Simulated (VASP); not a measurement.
# YAlSi (Cmcm) in VASP: single point with LDA

Aim: the single point of YAlSi with LDA.

All numbers are computed with VASP 6.6.1; they aren't measurements. Logs are shortened: lines on timing, memory, paths and dates and some standing lists are left out, and cuts for length are marked.

**1. The cell of the first run**

Symmetry: Cmcm, No. 63, orthorhombic system. The conventional cell has a = 3.945 Å, b = 10.115 Å, c = 5.626 Å, α = 90.00°, β = 90.00°, γ = 90.00°. Around Y (site symmetry m2m) lie 5 Si at 2.87 to 2.98 Å and 4 Al at 3.13 Å. Around Al (site symmetry 2/m) lie 4 Si at 2.62 Å and 2 Al at 2.81 Å. Around Si (site symmetry m2m) lie 4 Al at 2.62 Å and 5 Y at 2.87 to 2.98 Å.

**2. Single point, LDA (relaxed again under DFT LDA, scalar-relativistic, plane waves, PAW)**

The input, INCAR:

```
SYSTEM = YAlSi
ALGO = Fast
EDIFF = 1E-6
ENCUT = 520
ISIF = 2
ISMEAR = 0
LASPH = .TRUE.
LCHARG = .FALSE.
LREAL = .FALSE.
LWAVE = .FALSE.
NBANDS = 27
NELM = 100
PREC = Accurate
SIGMA = 0.1
```

The input, KPOINTS:

```
k-points
0
G
  10 10 6
  0 0 0
```

The input, POSCAR:

```
YAlSi
1.0
    1.9726141374     -5.0573459306      0.0000000000
    1.9726141374      5.0573459306      0.0000000000
    0.0000000000      0.0000000000      5.6262483290
Y Al Si
2 2 2
Direct
    0.6951659448      0.3048340552      0.7500000000
    0.3048340552      0.6951659448      0.2500000000
    0.0000000000      0.0000000000      0.5000000000
    0.0000000000      0.0000000000      0.0000000000
    0.4006660048      0.5993339952      0.7500000000
    0.5993339952      0.4006660048      0.2500000000
```

Potentials or basis: VASP PAW LDA potentials, release 64 (Y_sv, Al, Si).

Run with:

```sh
> cat potpaw_LDA.64/Y_sv/POTCAR potpaw_LDA.64/Al/POTCAR potpaw_LDA.64/Si/POTCAR > POTCAR
> mpirun -np 1 vasp_std > vasp.out
```

OUTCAR:

```text
SYSTEM = YAlSi
   EDIFF = 1E-6
   ENCUT = 520
   ISIF = 2
   ISMEAR = 0
   LASPH = .TRUE.
   LREAL = .FALSE.
   NELM = 100
   PREC = Accurate

 ion  position               nearest neighbor table
   1  0.695  0.305  0.750-   5 2.87   5 2.87   6 2.98   6 2.98   5 2.98   3 3.13   4 3.13   3 3.13
                             4 3.13   3 3.39   4 3.39   2 3.61   2 3.61   2 3.61   2 3.61
   2  0.305  0.695  0.250-   6 2.87   6 2.87   5 2.98   5 2.98   6 2.98   4 3.13   3 3.13   4 3.13
                             3 3.13   3 3.39   4 3.39   1 3.61   1 3.61   1 3.61   1 3.61
   3  0.000  0.000  0.500-   6 2.62   5 2.62   6 2.62   5 2.62   4 2.81   4 2.81   1 3.13   2 3.13
                             2 3.13   1 3.13   1 3.39   2 3.39
   4  0.000  0.000  0.000-   6 2.62   5 2.62   6 2.62   5 2.62   3 2.81   3 2.81   1 3.13   2 3.13
                             2 3.13   1 3.13   1 3.39   2 3.39
   5  0.401  0.599  0.750-   3 2.62   4 2.62   3 2.62   4 2.62   1 2.87   1 2.87   2 2.98   2 2.98
                             1 2.98
   6  0.599  0.401  0.250-   3 2.62   4 2.62   3 2.62   4 2.62   2 2.87   2 2.87   1 2.98   1 2.98
                             2 2.98

  LATTYP: Found a base centered orthorhombic cell.
 ALAT       =     3.9452282748
 B/A-ratio  =     2.5637786097
 C/A-ratio  =     1.4260894268

  Lattice vectors:

 A1 = (   1.9726141374,  -5.0573459306,   0.0000000000)
 A2 = (   1.9726141374,   5.0573459306,   0.0000000000)
 A3 = (   0.0000000000,   0.0000000000,   5.6262483290)

Analysis of symmetry for initial positions (statically):
=====================================================================
 Subroutine PRICEL returns:
 Original cell was already a primitive cell.

 Routine SETGRP: Setting up the symmetry group for a
 base centered orthorhombic supercell.

 Subroutine GETGRP returns: Found  8 space group operations
 (whereof  4 operations were pure point group operations)
 out of a pool of  8 trial point group operations.

The static configuration has the point symmetry C_2h.
 The point group associated with its full space group is D_2h.

Analysis of symmetry for dynamics (positions and initial velocities):
=====================================================================
 Subroutine PRICEL returns:
 Original cell was already a primitive cell.

 Routine SETGRP: Setting up the symmetry group for a
 base centered orthorhombic supercell.

 Subroutine GETGRP returns: Found  8 space group operations
 (whereof  4 operations were pure point group operations)
 out of a pool of  8 trial point group operations.

The dynamic configuration has the point symmetry C_2h.
 The point group associated with its full space group is D_2h.

 Subroutine INISYM returns: Found  8 space group operations
 (whereof  4 operations are pure point group operations),
 and found     1 'primitive' translations

----------------------------------------------------------------------------------------

                                     Primitive cell

  volume of cell :     112.2571

  direct lattice vectors                    reciprocal lattice vectors
     1.972614137 -5.057345931  0.000000000     0.253470758 -0.098866086  0.000000000
     1.972614137  5.057345931  0.000000000     0.253470758  0.098866086  0.000000000
     0.000000000  0.000000000  5.626248329     0.000000000  0.000000000  0.177738333

  length of vectors
     5.428439407  5.428439407  5.626248329     0.272069712  0.272069712  0.177738333

  position of ions in fractional coordinates (direct lattice)
     0.695165945  0.304834055  0.750000000
     0.304834055  0.695165945  0.250000000
     0.000000000  0.000000000  0.500000000
     0.000000000  0.000000000  0.000000000
     0.400666005  0.599333995  0.750000000
     0.599333995  0.400666005  0.250000000

  ion indices of the primitive-cell ions
   primitive index   ion index
                 1           1
                 2           2
                 3           3
                 4           4
                 5           5
                 6           6

----------------------------------------------------------------------------------------

 KPOINTS: k-points

Automatic generation of k-mesh.
 Grid dimensions read from file:
 generate k-points for:   10   10    6

 Generating k-lattice:

  Cartesian coordinates                     Fractional coordinates (reciprocal lattice)
     0.025347076 -0.009886609  0.000000000     0.100000000  0.000000000  0.000000000
     0.025347076  0.009886609  0.000000000     0.000000000  0.100000000  0.000000000
     0.000000000  0.000000000  0.029623056     0.000000000  0.000000000  0.166666667

  Length of vectors
     0.027206971  0.027206971  0.029623056

  Shift w.r.t. Gamma in fractional coordinates (k-lattice)
     0.000000000  0.000000000  0.000000000

 Subroutine IBZKPT returns following result:
 ===========================================

 Found    124 irreducible k-points:

 Following reciprocal coordinates:
            Coordinates               Weight
  0.000000  0.000000  0.000000      1.000000
  0.100000  0.000000  0.000000      4.000000
  0.200000  0.000000  0.000000      4.000000
  0.300000  0.000000  0.000000      4.000000
  0.400000 -0.000000  0.000000      4.000000
  0.500000  0.000000  0.000000      2.000000
[... 16 lines left out ...]
  0.300000  0.300000  0.000000      2.000000
  0.400000  0.300000  0.000000      4.000000
 [... further k-points ...]
   k-points           NKPTS =    124   k-points in BZ     NKDIM =    124   number of bands    NBANDS=     27
   number of dos      NEDOS =    301   number of ions     NIONS =      6
   total plane-waves  NPLWV =  67200
   dimension x,y,z NGX =    40 NGY =   40 NGZ =   42
   dimension x,y,z NGXF=    80 NGYF=   80 NGZF=   84
   ions per type =               2   2   2
   NGX,Y,Z   is equivalent  to a cutoff of  12.25, 12.25, 12.41 a.u.
   NGXF,Y,Z  is equivalent  to a cutoff of  24.50, 24.50, 24.82 a.u.
 SYSTEM =  YAlSi
   PREC   = accura    normal or accurate (medium, high low for compatibility)
   ISTART =      0    job   : 0-new  1-cont  2-samecut
   ICHARG =      2    charge: 1-file 2-atom 10-const
   ISPIN  =      1    spin polarized calculation?
   LNONCOLLINEAR =      F non collinear calculations
   LSORBIT =      F    spin-orbit coupling
   LASPH  =      T    aspherical Exc in radial PAW
   ENCUT  =  520.0 eV  38.22 Ry    6.18 a.u.  10.09 10.09 10.46*2*pi/ulx,y,z
   NELM   =    100;   NELMIN=  2; NELMDL= -5     # of ELM steps
   EDIFF  = 0.1E-05   stopping-criterion for ELM
   LREAL  =      F    real-space projection
   EDIFFG = 0.1E-04   stopping-criterion for IOM
   NSW    =      0    number of steps for IOM
   IBRION =     -1    ionic relax: 0-MD 1-quasi-New 2-CG
   NFREE  =      0    steps in history (QN), initial steepest desc. (CG)
   ISIF   =      2    stress and relaxation
   ISYM   =      2    0-nonsym 1-usesym 2-fastsym
   POTIM  = 0.5000    time-step for ionic-motion
   TEBEG  =    0.0;   TEEND  =   0.0 temperature during run
   PSTRESS=    0.0 pullay stress
   NELECT =      36.0000    total number of electrons
   NUPDOWN=      -1.0000    fix difference up-down
   EMIN   =  10.00;   EMAX   =-10.00  energy-range for DOS
   EFERMI =   0.00;   METHOD = LEGACY
   ISMEAR =     0;   SIGMA  =   0.10  broadening in eV -4-tet -1-fermi 0-gaus
   EFERMI_NEDOS =   21; number of points for ismear=-14 and -15
   IALGO  =     68    algorithm
   IMIX   =      4    mixing-type and parameters
     AMIX     =   0.40;   BMIX     =  1.00
     AMIX_MAG =   1.60;   BMIX_MAG =  1.00
  volume/ion in A,a.u.               =      18.71       126.26
  Fermi-wavevector in a.u.,A,eV,Ry     =   1.120567  2.117564 17.084428  1.255670
  Thomas-Fermi vector in A             =   2.257214
   LORBIT       =      0    0 simple, 1 ext, 2 COOP (PROOUT), +10 PAW based schemes
   GGA     = CA    functional components
   LHFCALC =     F    Hartree Fock is set to
   AEXX    =    0.0000 exact exchange contribution
   IVDW    =     0    specifies the selected vdW correction
   LEPSILON=     F    determine dielectric tensor
   LRPA    =     F    only Hartree local field effects (RPA)
 non-spin polarized calculation
 RMM-DIIS sequential band-by-band and
 Gauss-broadening in eV      SIGMA  =   0.10
  energy-cutoff  :      520.00
  volume of cell :      112.26
 maximum number of plane-waves:      3065
   NGX = 21   NGY = 21   NGZ = 21

 number of electron      36.0000002 magnetization

 Free energy of the ion-electron system (eV)
  ---------------------------------------------------
  ext. energy  EPLUGINS =         0.00000000
  ---------------------------------------------------
  free energy    TOTEN  =       -38.38958047 eV

  energy without entropy =      -38.37928263  energy(sigma->0) =      -38.38443155

 E-fermi :   6.5443     XC(G=0): -10.7401

 val. band max:        6.5296573364   @ k =   0.2000   0.0000   0.1667
 cond. band min:       6.5494252315   @ k =   0.5000   0.1000   0.1667
 fundamental gap:      0.0197678951
 Fermi energy:         6.5443347145

 k-point     1 :       0.0000    0.0000    0.0000
  band No.  band energies     occupation
      1     -35.2812      2.00000
      2     -35.2361      2.00000
      3     -15.6639      2.00000
      4     -15.5489      2.00000
      5     -15.5453      2.00000
      6     -15.4449      2.00000
[... 19 lines left out ...]
     26      10.8776      0.00000
     27      11.2640      0.00000

 k-point     2 :       0.1000    0.0000    0.0000
  band No.  band energies     occupation
      1     -35.2794      2.00000
      2     -35.2365      2.00000
      3     -15.6537      2.00000
      4     -15.5522      2.00000
      5     -15.5438      2.00000
      6     -15.4532      2.00000
[... 19 lines left out ...]
     26      10.9613      0.00000
     27      11.1403      0.00000

 k-point     3 :       0.2000    0.0000    0.0000
  band No.  band energies     occupation
      1     -35.2744      2.00000
      2     -35.2378      2.00000
      3     -15.6243      2.00000
      4     -15.5598      2.00000
      5     -15.5456      2.00000
      6     -15.4707      2.00000
[... 19 lines left out ...]
     26      10.6743      0.00000
     27      11.6301      0.00000

 k-point     4 :       0.3000    0.0000    0.0000
  band No.  band energies     occupation
      1     -35.2671      2.00000
      2     -35.2405      2.00000
      3     -15.5795      2.00000
      4     -15.5743      2.00000
      5     -15.5554      2.00000
      6     -15.4818      2.00000
[... 19 lines left out ...]
     26      10.9214      0.00000
     27      11.6878      0.00000

 k-point     5 :       0.4000   -0.0000    0.0000
  band No.  band energies     occupation
      1     -35.2589      2.00000
      2     -35.2449      2.00000
      3     -15.5885      2.00000
      4     -15.5729      2.00000
      5     -15.5251      2.00000
      6     -15.4832      2.00000
[... 19 lines left out ...]
     26      11.1577      0.00000
     27      11.7808      0.00000

 k-point     6 :       0.5000    0.0000    0.0000
  band No.  band energies     occupation
      1     -35.2515      2.00000
      2     -35.2509      2.00000
      3     -15.5890      2.00000
      4     -15.5877      2.00000
      5     -15.4815      2.00000
      6     -15.4710      2.00000
[... 444 lines left out ...]
      1     -35.2790      2.00000
      2     -35.2367      2.00000
      3     -15.6488      2.00000
      4     -15.5758      2.00000
      5     -15.5403      2.00000
      6     -15.4551      2.00000
[... 19 lines left out ...]
     26      10.4752      0.00000
     27      11.1122      0.00000

 k-point    22 :      -0.2000    0.2000    0.0000
  band No.  band energies     occupation
      1     -35.2810      2.00000
      2     -35.2362      2.00000
      3     -15.6604      2.00000
      4     -15.5701      2.00000
      5     -15.5396      2.00000
      6     -15.4459      2.00000
[... 19 lines left out ...]
     26      10.6742      0.00000
     27      10.8398      0.00000

 k-point    23 :       0.3000    0.3000    0.0000
  band No.  band energies     occupation
      1     -35.2585      2.00000
      2     -35.2453      2.00000
      3     -15.5990      2.00000
      4     -15.5670      2.00000
      5     -15.5194      2.00000
      6     -15.4926      2.00000
[... 19 lines left out ...]
     26      11.2541      0.00000
     27      11.9231      0.00000

 k-point    24 :       0.4000    0.3000    0.0000
  band No.  band energies     occupation
      1     -35.2665      2.00000
      2     -35.2408      2.00000
      3     -15.5933      2.00000
      4     -15.5724      2.00000
      5     -15.5509      2.00000
      6     -15.4927      2.00000
[... 19 lines left out ...]
     26      11.3670      0.00000
     27      11.9389      0.00000

 [... further k-points ...]
[... 5 lines left out ...]
  --------------------------------------------------------------------------------------
  -------------------------------------------------------------------------------------
  Total        0.0289711      0.0056575      0.0222536      0.0000000      0.0000000      0.0000000
  in kB        0.4134867      0.0807460      0.3176120      0.0000000      0.0000000      0.0000000
  external PRESSURE =       0.2706149 kB  Pullay stress =       0.0000000 kB

 VOLUME and BASIS-vectors are now :
 -----------------------------------------------------------------------------
  energy-cutoff  :      520.00
  volume of cell :      112.26
      direct lattice vectors                 reciprocal lattice vectors
     1.972614137 -5.057345931  0.000000000     0.253470758 -0.098866086  0.000000000
     1.972614137  5.057345931  0.000000000     0.253470758  0.098866086  0.000000000
     0.000000000  0.000000000  5.626248329     0.000000000  0.000000000  0.177738333

 POSITION                                       TOTAL-FORCE (eV/Angst)
 -----------------------------------------------------------------------------------
      1.97261     -1.97404      4.21969        -0.000000     -0.000363      0.000000
      1.97261      1.97404      1.40656        -0.000000      0.000363      0.000000
      0.00000      0.00000      2.81312        -0.000000      0.000000     -0.000000
      0.00000      0.00000      0.00000         0.000000     -0.000000     -0.000000
      1.97261      1.00473      4.21969        -0.000000      0.001374     -0.000000
      1.97261     -1.00473      1.40656        -0.000000     -0.001374     -0.000000
 -----------------------------------------------------------------------------------
    total drift:                               -0.000000     -0.000000      0.000000

  FREE ENERGIE OF THE ION-ELECTRON SYSTEM (eV)
  ---------------------------------------------------
  free  energy   TOTEN  =       -38.3895804726 eV

  energy  without entropy=      -38.3792826322  energy(sigma->0) =      -38.38443155
```

It took 12 min on 1 thread of Intel Xeon Platinum 8488C (Sapphire Rapids), shared host; peak memory 0.47 GiB.

What came out:

```
Free energy            : -38.3896 eV
Pressure               : 0.0 GPa
Band gap on the k mesh : none (metal or under the smearing width)
```
